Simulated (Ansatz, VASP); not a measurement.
## Cross-check of CdPbO2 between VASP and Ansatz

One calculation is typed for both programs; each brings its own data sets. How far apart do they land? The cell is invented: As first built, before any earlier steps moved the atoms (in the runner's words): it takes the EuO structure with some of its atoms replaced by other elements, volume scaled by an estimate. It may not be a known or stable phase. The cell is taken from a series of VASP runs on this material, whose earlier steps may have relaxed, scaled or displaced it; both programs get it as it stands. Valence electrons are named where the data sets of a main pair hold unlike numbers.

Main program and level: Ansatz 0.2.0; plane waves, with VASP 6.6.1 beside it; relaxation of cell and atoms at revPBE and elastic constants at revPBE.

## 1. Set-up

It takes space group P1 (No. 1, triclinic). Conventional cell: a = 3.573 Å, b = 3.583 Å, c = 6.200 Å, α = 73.43°, β = 73.29°, γ = 60.12°. Pb has 6 O at 2.61 to 2.63 Å nearest. Nearest to Cd lie 6 O at 2.43 to 2.48 Å. Nearest to O lie 3 Cd at 2.45 Å and 3 Pb at 2.61 to 2.62 Å. Nearest to O lie 3 Cd at 2.43 to 2.48 Å and 3 Pb at 2.62 to 2.63 Å. As first built, before any earlier steps moved the atoms (in the runner's words): sites of the EuO structure (space group 225) filled with other elements, volume scaled by an estimate. Farther neighbours and most contacts between anions are not listed.

As a file:

```cif
data_structure
_symmetry_space_group_name_H-M 'P1'
_symmetry_Int_Tables_number 1
_cell_length_a 3.5727
_cell_length_b 3.5825
_cell_length_c 6.2003
_cell_angle_alpha 73.432
_cell_angle_beta 73.289
_cell_angle_gamma 60.124
_cell_volume 64.94
loop_
_atom_site_label
_atom_site_type_symbol
_atom_site_symmetry_multiplicity
_atom_site_Wyckoff_symbol
_atom_site_fract_x
_atom_site_fract_y
_atom_site_fract_z
_atom_site_occupancy
Pb1 Pb 1 a 0.50173 0.49941 0.50173 1
Cd1 Cd 1 a 0.00099 0.99585 0.00166 1
O1 O 1 a 0.25825 0.25683 0.22673 1
O2 O 1 a 0.73894 0.74596 0.77770 1
```

## 2. VASP: relaxation of cell and atoms, revPBE

The relaxed volume is the usual yardstick between codes: in a stiff, nearly cubic crystal its relative difference is about their pressure difference at one cell divided by the bulk modulus.

Lines of VASP's logs that name or quote its potential files are left out, and so is its time.

File INCAR:

```
SYSTEM = CdPbO2
PREC = Accurate
ENCUT = 520
EDIFF = 1E-06
NELM = 100
ISMEAR = -1
SIGMA = 0.05
LREAL = .FALSE.
ALGO = Normal
GGA = RE
NBANDS = 25
LORBIT = 11
LWAVE = .FALSE.
LCHARG = .FALSE.
KPAR = 2
IBRION = 2
NSW = 60
ISIF = 3
EDIFFG = -0.01
```

File POSCAR:

```
CdPbO2
1.0
    1.8028732746      1.0399087881      5.8548408103
   -1.7796633387      1.0331908436      5.8489000720
    0.0057871063     -2.0613728058      5.8497912698
Pb Cd O
1 1 2
Direct
    0.5005874725      0.5028723775      0.4982743363
    0.0041547155      0.9984925429      0.9990135346
    0.7431749302      0.7418020698      0.7417481565
    0.2540388818      0.2626000098      0.2610619726
```

File KPOINTS:

```
Automatic mesh
0
Gamma
7 7 7
0 0 0
```

The projector-augmented-wave data sets are Pb_d, Cd and O (PBE family, release 64).

Started as:

```
$ mpirun -np 2 vasp_std
```

Numbers of over 12 decimals in the logs are rounded to 6 here.

What it wrote:

```text
[banner, memory and clock lines left out]
running    2 mpi-ranks, on    1 nodes
 distrk:  each k-point on    1 cores,    2 groups
 distr:  one band on    1 cores,    1 groups

 POSCAR found type information on POSCAR PbCdO
 POSCAR found :  3 types and       4 ions
|                                                                             |
|               ----> ADVICE to this user running VASP <----                  |
|                                                                             |
|     You enforced a specific xc type in the INCAR file but a different       |
|     [... a line on the potential file left out ...]
|     I HOPE YOU KNOW WHAT YOU ARE DOING!                                     |
|                                                                             |

 LDA part: xc-table for (Slater+PW92), standard interpolation
 POSCAR, INCAR and KPOINTS ok, starting setup
 FFT: planning ... GRIDC
 FFT: planning ... GRID_SOFT
 FFT: planning ... GRID
 WAVECAR not read
 entering main loop
       N       E                     dE             d eps       ncg     rms          rms(c)
DAV:   1     0.399584176256E+03    0.39958E+03   -0.20310E+04  8656   0.176E+03
DAV:   2     0.157020251005E+02   -0.38388E+03   -0.36883E+03  9514   0.456E+02
DAV:   3    -0.198039232741E+02   -0.35506E+02   -0.34688E+02 10249   0.145E+02
DAV:   4    -0.208101813668E+02   -0.10063E+01   -0.10031E+01  9719   0.263E+01
DAV:   5    -0.208355968586E+02   -0.25415E-01   -0.25406E-01 10472   0.433E+00    0.127E+01
DAV:   6    -0.169153068073E+02    0.39203E+01   -0.22057E+01 12978   0.488E+01    0.916E+00
DAV:   7    -0.166888338810E+02    0.22647E+00   -0.28191E+00  8836   0.156E+01    0.426E+00
DAV:   8    -0.166775026678E+02    0.11331E-01   -0.57275E-01  9242   0.534E+00    0.130E+00
DAV:   9    -0.166648197638E+02    0.12683E-01   -0.50706E-02 11658   0.206E+00    0.331E-01
DAV:  10    -0.166648986074E+02   -0.78844E-04   -0.76568E-03  8873   0.680E-01    0.111E-01
DAV:  11    -0.166652684258E+02   -0.36982E-03   -0.11538E-03 10155   0.221E-01    0.746E-02
DAV:  12    -0.166652748807E+02   -0.64550E-05   -0.11036E-04 10046   0.849E-02    0.390E-02
DAV:  13    -0.166652595031E+02    0.15378E-04   -0.57058E-05  9782   0.484E-02    0.128E-02
DAV:  14    -0.166652604792E+02   -0.97617E-06   -0.41146E-06  9962   0.161E-02
   1 F= -.16665260E+02 E0= -.16665192E+02  d E =-.166653E+02
[... from here on, the cycles between the ionic steps are left out ...]
   2 F= -.16665383E+02 E0= -.16665315E+02  d E =-.122980E-03
   3 F= -.16665590E+02 E0= -.16665523E+02  d E =-.329724E-03
   4 F= -.16665606E+02 E0= -.16665539E+02  d E =-.345315E-03
   5 F= -.16665686E+02 E0= -.16665619E+02  d E =-.805028E-04
   6 F= -.16665702E+02 E0= -.16665635E+02  d E =-.963303E-04
   7 F= -.16665705E+02 E0= -.16665638E+02  d E =-.987582E-04
   8 F= -.16665728E+02 E0= -.16665661E+02  d E =-.234409E-04
 trial-energy change:   -0.000023  1 .order   -0.000025   -0.000031   -0.000019
 step:   2.0105(harm=  2.0105)  dis= 0.00223  next Energy=   -16.665744 (dE=-0.398E-04)
 bond charge predicted
       N       E                     dE             d eps       ncg     rms          rms(c)
DAV:   1    -0.166657187209E+02    0.95106E-05   -0.32904E-02  8689   0.127E+00    0.442E-02
DAV:   2    -0.166657552642E+02   -0.36543E-04   -0.72163E-04 10066   0.217E-01    0.218E-02
DAV:   3    -0.166657478561E+02    0.74082E-05   -0.23437E-05 12219   0.593E-02    0.131E-02
DAV:   4    -0.166657445002E+02    0.33559E-05   -0.74861E-06 10423   0.312E-02    0.511E-03
DAV:   5    -0.166657440212E+02    0.47896E-06   -0.18539E-06  4516   0.121E-02
   9 F= -.16665744E+02 E0= -.16665676E+02  d E =-.394684E-04
 curvature:  -1.79 expect dE=-0.160E-04 dE for cont linesearch -0.485E-06
 trial: gam= 0.03096 g(F)=  0.788E-05 g(S)=  0.104E-05 ort = 0.437E-05 (trialstep = 0.103E+01)
 search vector abs. value=  0.926E-05
 reached required accuracy - stopping structural energy minimisation
```

From OUTCAR (step 2):

```text
ion  position               nearest neighbor table
   1  0.501  0.503  0.498-   3 2.61   4 2.62   4 2.62   3 2.62   3 2.62   4 2.63   2 3.57   2 3.58
                             2 3.58   2 3.59   2 3.59   2 3.59
   2  0.004  0.998  0.999-   4 2.43   4 2.44   3 2.45   3 2.45   3 2.45   4 2.48   1 3.57   1 3.58
                             1 3.58   1 3.59   1 3.59   1 3.59
   3  0.743  0.742  0.742-   2 2.45   2 2.45   2 2.45   1 2.61   1 2.62   1 2.62
   4  0.254  0.263  0.261-   2 2.43   2 2.44   2 2.48   1 2.62   1 2.62   1 2.63

  LATTYP: Found a triclinic cell.
 ALAT       =     3.5825478376
 B/A-ratio  =     0.9972501080
 C/A-ratio  =     1.7344552329
 COS(alpha) =     0.0002745407
 COS(beta)  =     0.2920170429
 COS(gamma) =     0.4981233604

 Subroutine GETGRP returns: Found  1 space group operations
 (whereof  1 operations were pure point group operations)

The static configuration has the point symmetry C_1 .

 Found    172 irreducible k-points:

   k-points           NKPTS =    172   k-points in BZ     NKDIM =    172   number of bands    NBANDS=     25

   dimension x,y,z NGX =    48 NGY =   48 NGZ =   48
   dimension x,y,z NGXF=    96 NGYF=   96 NGZF=   96

   ENCUT  =  520.0 eV  38.22 Ry    6.18 a.u.  11.55 11.53 11.53*2*pi/ulx,y,z

   NELECT =      38.0000    total number of electrons

 k-points in reciprocal lattice and weights: Automatic mesh
   0.00000000  0.00000000  0.00000000       0.003
   0.14285714  0.00000000  0.00000000       0.006
   0.28571429 -0.00000000  0.00000000       0.006
   0.42857143  0.00000000  0.00000000       0.006
  -0.00000000  0.14285714  0.00000000       0.006
   0.14285714  0.14285714  0.00000000       0.006
   0.28571429  0.14285714  0.00000000       0.006
   0.42857143  0.14285714  0.00000000       0.006
  -0.42857143  0.14285714 -0.00000000       0.006
[...]
-0.28571429 -0.14285714  0.42857143       0.006
  -0.14285714 -0.14285714  0.42857143       0.006

 average (electrostatic) potential at core
       1 -92.4824       2 -36.1465       3 -70.1335       4 -70.1347

 E-fermi :   4.5205

 k-point     1 :       0.0000    0.0000    0.0000
  band No.  band energies     occupation
    ...
     15       2.3172      2.00000
     16       2.5262      2.00000
     17       2.5292      2.00000
     18       3.2185      2.00000
     19       3.2262      2.00000
     20       6.1148      0.00000
     21       7.9359      0.00000
     22      11.1931      0.00000
     23      11.2009      0.00000
     24      15.9634      0.00000
    ...

 k-point     2 :       0.1429    0.0000    0.0000
  band No.  band energies     occupation
    ...
     15       2.1848      2.00000
     16       2.4898      2.00000
     17       2.5577      2.00000
     18       3.0744      2.00000
     19       3.2968      2.00000
     20       6.9072      0.00000
     21       7.5116      0.00000
     22      10.2256      0.00000
     23      11.1051      0.00000
     24      14.2142      0.00000
    ...

 k-point     3 :       0.2857   -0.0000    0.0000
  band No.  band energies     occupation
    ...
     15       0.9697      2.00000
     16       2.3609      2.00000
     17       2.4066      2.00000
     18       2.7833      2.00000
     19       3.9742      1.99996
     20       6.7764      0.00000
     21       8.2212      0.00000
     22       9.2093      0.00000
     23      10.7528      0.00000
     24      12.3361      0.00000
    ...

  Total        0.0048381      0.0057414     -0.0036341     -0.0008447      0.0009180      0.0026374
  in kB        0.1193538      0.1416362     -0.0896509     -0.0208371      0.0226462      0.0650633
  external PRESSURE =       0.0571130 kB  Pullay stress =       0.0000000 kB

  energy-cutoff  :      520.00
  volume of cell :       64.95
      direct lattice vectors                 reciprocal lattice vectors
     1.792526156  1.034794074  5.854984980     0.279232271  0.161192612  0.056817856
    -1.787392999  1.032942017  5.853708862    -0.279439782  0.161481743  0.057011720
     0.000962613 -2.065062847  5.853865447     0.000146634 -0.322700863  0.056988378

 POSITION                                       TOTAL-FORCE (eV/Angst)
 -----------------------------------------------------------------------------------
      0.00300      0.00860      8.79280        -0.002201     -0.001902     -0.004225
      1.78899      1.03623      5.86579         0.005804      0.000539      0.004736
      0.00613      0.00296     13.03386        -0.007323     -0.001772     -0.000020
     -0.00326     -0.00121      4.55215         0.003720      0.003134     -0.000492
 -----------------------------------------------------------------------------------
    total drift:                               -0.000510      0.000028     -0.000311

  FREE ENERGIE OF THE ION-ELECTRON SYSTEM (eV)
  ---------------------------------------------------
  free  energy   TOTEN  =       -16.6657440212 eV

  energy  without entropy=      -16.6656088204  energy(sigma->0) =      -16.66567642

 reached required accuracy - stopping structural energy minimisation

 total charge
# of ion       s       p       d       tot
------------------------------------------
    1        1.511   0.449   9.864  11.824
    2        0.324   0.207   9.630  10.160
    3        1.582   3.310   0.000   4.892
    4        1.582   3.310   0.000   4.892
--------------------------------------------------
tot          4.999   7.276  19.494  31.769

[... 3 further parts left out ...]
```

The gap is read on the k-mesh alone, so it is an upper bound where the band edges lie off the mesh. The PAW data sets were made with PBE, which is usual practice but a small mismatch for other functionals.

[end of part 1 of 2]

[Lines on the potential files, build, host, timing and source positions are cut from VASP's logs without a mark.]

[Logs are printed without paths, hosts, clocks, repeated set-up lines and the standing remarks that a program may print on its own settings, such as how far it seeks lower states.]

[Hosts, paths, dates, database ids (printed as entryN), source tags and the programs' standing remarks are cut or masked in the printed files.]
